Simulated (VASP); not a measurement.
# CrO2: hyperfine terms and field gradients, part 2 of 4

Wanted: contact terms and field gradients at the nuclei of CrO2. The start is a cell from a database of measured crystal structures.

VASP 6.6.1, plane waves and PAW; the level of theory is named at each step.

So far: The structure; Local probes at PBE.

## Step 2: Local probes at PBE (continued)

Level of this step: PBE, DFT+U (Cr d 3.5 eV), spin-polarised from a ferromagnetic start; plane waves and PAW (Cr_pv, O) (VASP).

Parts of OUTCAR (step 2):

```text
ion  position               nearest neighbor table
   1  0.500  0.500  0.500-   3 1.88   5 1.88   4 1.92   6 1.92   4 1.92   6 1.92
   2  0.000  0.000  0.000-   4 1.88   6 1.88   5 1.92   3 1.92   3 1.92   5 1.92
   3  0.801  0.199  0.500-   1 1.88   2 1.92   2 1.92
   4  0.699  0.699  0.000-   2 1.88   1 1.92   1 1.92
   5  0.199  0.801  0.500-   1 1.88   2 1.92   2 1.92
   6  0.301  0.301  0.000-   2 1.88   1 1.92   1 1.92

  LATTYP: Found a simple tetragonal cell.
 ALAT       =     4.4210000000
 C/A-ratio  =     0.6598054739

 Subroutine GETGRP returns: Found 16 space group operations
 (whereof  8 operations were pure point group operations)

The static configuration has the point symmetry D_2h.
 The point group associated with its full space group is D_4h.

 Found     60 irreducible k-points:

   k-points           NKPTS =     60   k-points in BZ     NKDIM =     60   number of bands    NBANDS=     37

   dimension x,y,z NGX =    36 NGY =   36 NGZ =   24
   dimension x,y,z NGXF=    72 NGYF=   72 NGZF=   48

   ENCUT  =  560.0 eV  41.16 Ry    6.42 a.u.   8.53  8.53  5.63*2*pi/ulx,y,z

   NELECT =      48.0000    total number of electrons

 k-points in reciprocal lattice and weights: Automatic mesh
   0.00000000  0.00000000  0.00000000       0.003
   0.16666667  0.00000000  0.00000000       0.011
   0.33333333  0.00000000  0.00000000       0.011
   0.50000000  0.00000000  0.00000000       0.006
   0.16666667  0.16666667  0.00000000       0.011
   0.33333333  0.16666667  0.00000000       0.022
   0.50000000  0.16666667  0.00000000       0.011
   0.33333333  0.33333333  0.00000000       0.011
   0.50000000  0.33333333  0.00000000       0.011
[...]
0.50000000  0.33333333  0.50000000       0.011
   0.50000000  0.50000000  0.50000000       0.003

atom =   1  type =  1  l = 2

 onsite density matrix

spin component  1

  0.5980  0.0000 -0.2402  0.0000 -0.0000
  0.0000  0.6306  0.0000 -0.2372  0.0000
 -0.2402  0.0000  0.7884  0.0000 -0.0000
  0.0000 -0.2372  0.0000  0.6306  0.0000
 -0.0000  0.0000 -0.0000  0.0000  0.5123

spin component  2

  0.2368  0.0000  0.1129  0.0000  0.0000
  0.0000  0.1915  0.0000  0.1071  0.0000
  0.1129  0.0000  0.1350  0.0000  0.0000
  0.0000  0.1071  0.0000  0.1915  0.0000
  0.0000  0.0000  0.0000  0.0000  0.1016

 occupancies and eigenvectors

  o =  0.0621  v =  0.0000  0.0000  0.0000  0.0000  0.0000 -0.5426  0.0000  0.8400  0.0000  0.0000      0.0000  0.0000  0.0000  0.0000  0.0000  0.0000  0.0000  0.0000  0.0000  0.0000
  o =  0.0844  v =  0.0000  0.0000  0.0000  0.0000  0.0000  0.0000  0.7071  0.0000 -0.7071  0.0000      0.0000  0.0000  0.0000  0.0000  0.0000  0.0000  0.0000  0.0000  0.0000  0.0000
  o =  0.1016  v =  0.0000  0.0000  0.0000  0.0000  0.0000  0.0000 -0.0000 -0.0000  0.0000  1.0000      0.0000  0.0000  0.0000  0.0000  0.0000  0.0000  0.0000  0.0000  0.0000  0.0000
  o =  0.2986  v =  0.0000  0.0000  0.0000  0.0000  0.0000  0.0000 -0.7071  0.0000 -0.7071 -0.0000      0.0000  0.0000  0.0000  0.0000  0.0000  0.0000  0.0000  0.0000  0.0000  0.0000
  o =  0.3097  v =  0.0000  0.0000  0.0000  0.0000  0.0000 -0.8400  0.0000 -0.5426  0.0000 -0.0000      0.0000  0.0000  0.0000  0.0000  0.0000  0.0000  0.0000  0.0000  0.0000  0.0000
  o =  0.3934  v = -0.0000 -0.7071 -0.0000 -0.7071 -0.0000  0.0000  0.0000  0.0000  0.0000  0.0000      0.0000  0.0000  0.0000  0.0000  0.0000  0.0000  0.0000  0.0000  0.0000  0.0000
  o =  0.4348  v =  0.8272 -0.0000  0.5620 -0.0000  0.0000  0.0000  0.0000  0.0000  0.0000  0.0000      0.0000  0.0000  0.0000  0.0000  0.0000  0.0000  0.0000  0.0000  0.0000  0.0000
  o =  0.5123  v = -0.0000 -0.0000 -0.0000 -0.0000  1.0000  0.0000  0.0000  0.0000  0.0000  0.0000      0.0000  0.0000  0.0000  0.0000  0.0000  0.0000  0.0000  0.0000  0.0000  0.0000
  o =  0.8678  v = -0.0000 -0.7071  0.0000  0.7071  0.0000  0.0000  0.0000  0.0000  0.0000  0.0000      0.0000  0.0000  0.0000  0.0000  0.0000  0.0000  0.0000  0.0000  0.0000  0.0000
  o =  0.9516  v = -0.5620  0.0000  0.8272 -0.0000 -0.0000  0.0000  0.0000  0.0000  0.0000  0.0000      0.0000  0.0000  0.0000  0.0000  0.0000  0.0000  0.0000  0.0000  0.0000  0.0000

atom =   2  type =  1  l = 2

 onsite density matrix

spin component  1

  0.5980  0.0000  0.2402  0.0000  0.0000
  0.0000  0.6306  0.0000  0.2372  0.0000
  0.2402  0.0000  0.7884  0.0000  0.0000
  0.0000  0.2372  0.0000  0.6306  0.0000
  0.0000  0.0000  0.0000  0.0000  0.5123

spin component  2

  0.2368  0.0000 -0.1129  0.0000 -0.0000
  0.0000  0.1915  0.0000 -0.1071  0.0000
 -0.1129  0.0000  0.1350  0.0000  0.0000
  0.0000 -0.1071  0.0000  0.1915  0.0000
 -0.0000  0.0000  0.0000  0.0000  0.1016

 occupancies and eigenvectors

  o =  0.0621  v =  0.0000  0.0000  0.0000  0.0000  0.0000 -0.5426  0.0000 -0.8400  0.0000  0.0000      0.0000  0.0000  0.0000  0.0000  0.0000  0.0000  0.0000  0.0000  0.0000  0.0000
  o =  0.0844  v =  0.0000  0.0000  0.0000  0.0000  0.0000 -0.0000 -0.7071 -0.0000 -0.7071  0.0000      0.0000  0.0000  0.0000  0.0000  0.0000  0.0000  0.0000  0.0000  0.0000  0.0000
  o =  0.1016  v =  0.0000  0.0000  0.0000  0.0000  0.0000 -0.0000 -0.0000 -0.0000 -0.0000 -1.0000      0.0000  0.0000  0.0000  0.0000  0.0000  0.0000  0.0000  0.0000  0.0000  0.0000
  o =  0.2986  v =  0.0000  0.0000  0.0000  0.0000  0.0000 -0.0000 -0.7071  0.0000  0.7071  0.0000      0.0000  0.0000  0.0000  0.0000  0.0000  0.0000  0.0000  0.0000  0.0000  0.0000
  o =  0.3097  v =  0.0000  0.0000  0.0000  0.0000  0.0000 -0.8400  0.0000  0.5426 -0.0000  0.0000      0.0000  0.0000  0.0000  0.0000  0.0000  0.0000  0.0000  0.0000  0.0000  0.0000
  o =  0.3934  v =  0.0000  0.7071  0.0000 -0.7071  0.0000  0.0000  0.0000  0.0000  0.0000  0.0000      0.0000  0.0000  0.0000  0.0000  0.0000  0.0000  0.0000  0.0000  0.0000  0.0000
  o =  0.4348  v = -0.8272  0.0000  0.5620  0.0000 -0.0000  0.0000  0.0000  0.0000  0.0000  0.0000      0.0000  0.0000  0.0000  0.0000  0.0000  0.0000  0.0000  0.0000  0.0000  0.0000
  o =  0.5123  v = -0.0000 -0.0000  0.0000  0.0000  1.0000  0.0000  0.0000  0.0000  0.0000  0.0000      0.0000  0.0000  0.0000  0.0000  0.0000  0.0000  0.0000  0.0000  0.0000  0.0000
  o =  0.8678  v =  0.0000 -0.7071  0.0000 -0.7071 -0.0000  0.0000  0.0000  0.0000  0.0000  0.0000      0.0000  0.0000  0.0000  0.0000  0.0000  0.0000  0.0000  0.0000  0.0000  0.0000
  o =  0.9516  v = -0.5620  0.0000 -0.8272  0.0000 -0.0000  0.0000  0.0000  0.0000  0.0000  0.0000      0.0000  0.0000  0.0000  0.0000  0.0000  0.0000  0.0000  0.0000  0.0000  0.0000

 the core state eigenenergies are
   1-  1s  -5873.7271  2s   -661.3623  2p   -554.8140  3s    -66.8252
   2-  1s  -5873.7271  2s   -661.3623  2p   -554.8140  3s    -66.8252
   3-  1s   -499.8715
   4-  1s   -499.8715
   5-  1s   -499.8715
   6-  1s   -499.8715

 E-fermi :   5.3631

 spin component 1
 k-point     1 :       0.0000    0.0000    0.0000
  band No.  band energies     occupation
    ...
     23       4.1632      1.00000
     24       4.2064      1.00000
     25       4.6890      1.00000
     26       4.6890      1.00000
     27       5.3116      0.73675
     28       6.7367      0.00000
     29       6.8404      0.00000
     30       9.4944      0.00000
     31       9.4944      0.00000
     32      10.0600      0.00000
    ...

 k-point     2 :       0.1667    0.0000    0.0000
  band No.  band energies     occupation
    ...
     23       3.7622      1.00000
     24       4.4498      1.00000
     25       4.4753      1.00000
     26       4.8818      0.99993
     27       5.2387      0.92323
     28       6.6229      0.00000
     29       7.2952      0.00000
     30       9.4201      0.00000
     31       9.4449      0.00000
     32      10.0558      0.00000
    ...

 k-point     3 :       0.3333    0.0000    0.0000
  band No.  band energies     occupation
    ...
     22       3.5439      1.00000
     23       4.1582      1.00000
     24       4.2584      1.00000
     25       4.6811      1.00000
     26       4.7298      1.00000
     27       5.4616      0.12238
     28       6.3160      0.00000
     29       8.2075      0.00000
     30       9.2844      0.00000
     31       9.3296      0.00000
    ...

 k-point     4 :       0.5000    0.0000    0.0000
  band No.  band energies     occupation
    ...
     22       3.6083      1.00000
     23       4.3785      1.00000
     24       4.3785      1.00000
     25       4.5803      1.00000
     26       4.5803      1.00000
     27       5.8980      0.00002
     28       5.8980      0.00002
     29       9.1349      0.00000
     30       9.1349      0.00000
     31       9.2436      0.00000
    ...

 k-point     5 :       0.1667    0.1667    0.0000
  band No.  band energies     occupation
    ...
     22       3.3078      1.00000
     23       3.6312      1.00000
     24       4.0163      1.00000
     25       4.6154      1.00000
     26       4.9654      0.99965
     27       5.4214      0.23756
     28       6.5875      0.00000
     29       7.4990      0.00000
     30       9.3073      0.00000
     31       9.4881      0.00000
    ...

 k-point     6 :       0.3333    0.1667    0.0000
  band No.  band energies     occupation
    ...
     22       3.4996      1.00000
     23       3.8637      1.00000
     24       3.9136      1.00000
     25       4.5582      1.00000
     26       4.6752      1.00000
     27       5.7890      0.00020
     28       6.4255      0.00000
     29       8.1416      0.00000
     30       9.2400      0.00000
     31       9.4256      0.00000
    ...

  Total        3.3933772      3.3933772      4.7028363     -0.0000000      0.0000000      0.0000000
  in kB       95.3597841     95.3597841    132.1578573     -0.0000000      0.0000000      0.0000000
  external PRESSURE =     107.6258085 kB  Pullay stress =       0.0000000 kB

  energy-cutoff  :      560.00
  volume of cell :       57.01
      direct lattice vectors                 reciprocal lattice vectors
     4.421000000  0.000000000  0.000000000     0.226193169  0.000000000  0.000000000
     0.000000000  4.421000000  0.000000000     0.000000000  0.226193169  0.000000000
     0.000000000  0.000000000  2.917000000     0.000000000  0.000000000  0.342817964

 POSITION                                       TOTAL-FORCE (eV/Angst)
 -----------------------------------------------------------------------------------
      2.21050      2.21050      1.45850        -0.000000      0.000000      0.000000
      0.00000      0.00000      0.00000        -0.000000      0.000000      0.000000
      3.54122      0.87978      1.45850        -0.025574      0.025574      0.000000
      3.09028      3.09028      0.00000         0.025574      0.025574      0.000000
      0.87978      3.54122      1.45850         0.025574     -0.025574      0.000000
      1.33072      1.33072      0.00000        -0.025574     -0.025574      0.000000
 -----------------------------------------------------------------------------------
    total drift:                                0.000000      0.000000      0.000000

  FREE ENERGIE OF THE ION-ELECTRON SYSTEM (eV)
  ---------------------------------------------------
  free  energy   TOTEN  =       -44.5759817270 eV

  energy  without entropy=      -44.5697956013  energy(sigma->0) =      -44.57288866

 Electric field gradients after diagonalization (V/A^2)
 (convention: |V_zz| > |V_xx| > |V_yy|)
----------------------------------------------------------------------
 ion       V_xx      V_yy      V_zz     asymmetry (V_yy - V_xx)/ V_zz
----------------------------------------------------------------------
   1      41.787    17.236   -59.024       0.416
   2      41.787    17.236   -59.024       0.416
   3     -15.543    -7.828    23.371       0.330
   4     -15.543    -7.828    23.371       0.330
   5     -15.543    -7.828    23.371       0.330
   6     -15.543    -7.828    23.371       0.330
----------------------------------------------------------------------

 Fermi contact (isotropic) hyperfine coupling parameter (MHz)
 -------------------------------------------------------------
  ion      A_pw      A_1PS     A_1AE     A_1c      A_tot
 -------------------------------------------------------------
   1      12.465    12.464    10.201   -13.692    10.202
   2      12.465    12.464    10.201   -13.692    10.202
   3      -1.171    -1.172    -2.358     1.207    -2.358
   4      -1.171    -1.172    -2.358     1.207    -2.358
   5      -1.171    -1.172    -2.358     1.207    -2.358
   6      -1.171    -1.172    -2.358     1.207    -2.358
 -------------------------------------------------------------

 Total hyperfine coupling parameters after diagonalization (MHz)
 (convention: |A_zz| > |A_xx| > |A_yy|)
 ----------------------------------------------------------------------
  ion      A_xx      A_yy      A_zz     asymmetry (A_yy - A_xx)/ A_zz
 ----------------------------------------------------------------------
   1       9.600     8.319    12.686      -0.101
   2       9.600     8.319    12.686      -0.101
   3      -1.512    -1.372    -4.190      -0.033
   4      -1.512    -1.372    -4.190      -0.033
   5      -1.512    -1.372    -4.190      -0.033
   6      -1.512    -1.372    -4.190      -0.033
 ---------------------------------------------------------------------

 total charge
# of ion       s       p       d       tot
------------------------------------------
    1        0.374   6.474   3.979  10.828
    2        0.374   6.474   3.979  10.828
    3        1.569   3.480   0.000   5.050
    4        1.569   3.480   0.000   5.050
    5        1.569   3.480   0.000   5.050
    6        1.569   3.480   0.000   5.050
--------------------------------------------------
tot          7.026  26.870   7.958  41.854

 magnetization (x)
# of ion       s       p       d       tot
------------------------------------------
    1        0.027   0.035   2.300   2.362
    2        0.027   0.035   2.300   2.362
    3       -0.006  -0.174   0.000  -0.180
    4       -0.006  -0.174   0.000  -0.180
    5       -0.006  -0.174   0.000  -0.180
    6       -0.006  -0.174   0.000  -0.180
--------------------------------------------------
tot          0.032  -0.626   4.599   4.005

[... 6 further parts left out ...]
```

The magnetic state follows from one typed start and may not be the lowest. These are scalar-relativistic Kohn-Sham levels of the ground state, with no core hole, so they are not binding energies.

Numbers from this step:

- free energy (TOTEN): -44.58 eV
- energy at zero smearing: -44.57 eV
- Fermi energy: 5.363 eV
- pressure: 10.76 GPa
- moment of the cell, from the last line of the log: 4 μB

Spin moment in the PAW sphere by atom:

```
atom  spin moment in the PAW sphere (μB)
 Cr1                                2.36
 Cr2                                2.36
  O3                               -0.18
  O4                               -0.18
  O5                               -0.18
  O6                               -0.18
```

For a gyromagnetic ratio of 1 MHz/T at every nucleus. The program has divided the terms by the spin of the whole cell, so they fall as a cell holds more magnetic ions. A_tot leaves out the core's term, which the program lists beside it. Hyperfine Fermi contact, by row:

```csv
atom,A_tot (MHz),core term A_1c (MHz),"contact term, their sum (MHz)"
Cr1,10.2,-13.69,-3.49
Cr2,10.2,-13.69,-3.49
O3,-2.358,1.207,-1.151
O4,-2.358,1.207,-1.151
O5,-2.358,1.207,-1.151
O6,-2.358,1.207,-1.151
```

The two shallowest core shells; atoms whose shallowest level rounds to another's at 0.01 eV are left out. Core levels, by row:

```csv
atom,shell,level below the Fermi level (eV)
Cr1,2p,560.2
Cr1,3s,72.19
O3,1s,505.2
```

Ordered as |Vzz| ≥ |Vxx| ≥ |Vyy|, the program's way. Electric field gradients, by row:

```
atom  Vxx (V/Å²)  Vyy (V/Å²)  Vzz (V/Å²)  asymmetry
 Cr1       41.79       17.24      -59.02      0.416
 Cr2       41.79       17.24      -59.02      0.416
  O3      -15.54      -7.828       23.37       0.33
  O4      -15.54      -7.828       23.37       0.33
  O5      -15.54      -7.828       23.37       0.33
  O6      -15.54      -7.828       23.37       0.33
```

The largest gradient is -59.02 V/Å², at Cr1.

(Part 2 of 4 ends here.)

[Lines on the potential files, build, host, timing and source positions are cut from VASP's logs without a mark.]

[Logs are printed without paths, hosts, clocks, repeated set-up lines and the standing remarks that a program may print on its own settings, such as how far it seeks lower states.]

[Hosts, paths, dates, database ids (printed as entryN), source tags and the programs' standing remarks are cut or masked in the printed files.]
